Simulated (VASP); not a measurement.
Data:

```
CELL_PARAMETERS angstrom
      2.25280    -3.87354     0.00000
      2.25280     3.87354     0.00000
      0.00000     0.00000     4.61699
ATOMIC_POSITIONS crystal
  Ga 0.15570 0.84430 0.91820
  Ga 0.34430 0.65570 0.41820
  Ga 0.65570 0.34430 0.58180
  Ga 0.84430 0.15570 0.08180
```

The numbers are results of PBE GGA, VASP's PBE PAW potentials (set 64) (plane waves; VASP), not measurements. Settings: 480 eV cut-off, 8×8×6 Γ-centred mesh, first-order Methfessel-Paxton smearing of 0.10 eV, potentials Ga_d.

Energy and stress use the plane-wave basis of the starting cell.

Q: The ions, cell shape and volume at an external pressure of 5.0 GPa are relaxed. What does this cell relax into?

A: 
```
CELL_PARAMETERS angstrom
      2.19036    -3.79179     0.00000
      2.19036     3.79179     0.00000
      0.00000     0.00000     4.50094
ATOMIC_POSITIONS crystal
  Ga 0.15499 0.84501 0.91775
  Ga 0.34501 0.65499 0.41775
  Ga 0.65499 0.34501 0.58225
  Ga 0.84501 0.15499 0.08225
```
Space group Cmce (64), at a tolerance of 0.03 Å.

Q: How do energy and volume change from the first to the last step?

A: The energy (σ→0) changes by +23.4 meV/atom and the volume by -7.2 %, in 7 ionic steps.

The compound is Ga in the alpha structure. This run relaxes it under an external pressure of 5 GPa. Symmetry was kept, so distortions that lower it aren't found.
